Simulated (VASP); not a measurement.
Here is the system:

```yaml
crystal:
  lattice:
    - [4.14130, 0.00000, 0.00000]
    - [0.00000, 4.14130, 0.00000]
    - [0.00000, 0.00000, 4.14130]
  atoms:
    - { symbol: Ti, position: [0.50000, 0.50000, 0.00000] }
    - { symbol: Ti, position: [0.00000, 0.50000, 0.50000] }
    - { symbol: Ti, position: [0.50000, 0.00000, 0.50000] }
    - { symbol: Al, position: [0.00000, 0.00000, 0.00000] }
    - { symbol: C, position: [0.50000, 0.50000, 0.50000] }
```

All values below come from PBEsol GGA, VASP's PBE PAW potentials (set 64) (plane waves; VASP). Settings: 520 eV cut-off, 8×8×8 Γ-centred mesh, tetrahedra with Blöchl corrections, potentials Ti_sv Al C.

The cores are frozen, which limits the accuracy of field gradients.

Give the principal components of the electric field gradient (V/Å²) and the asymmetry η at each nucleus.

| atom | Vxx | Vyy | Vzz | η |
|---|---|---|---|---|
| Ti1 | 59.7 | 59.7 | -119.4 | 0.00 |
| Ti2 | 59.7 | 59.7 | -119.4 | 0.00 |
| Ti3 | 59.7 | 59.7 | -119.4 | 0.00 |
| Al4 | 0.0 | 0.0 | 0.0 | - |
| C5 | 0.0 | 0.0 | 0.0 | - |

The structure comes from a computed database's Ti3AlC entry (Pm-3m); how it stands against other phases isn't given here. It was relaxed first.
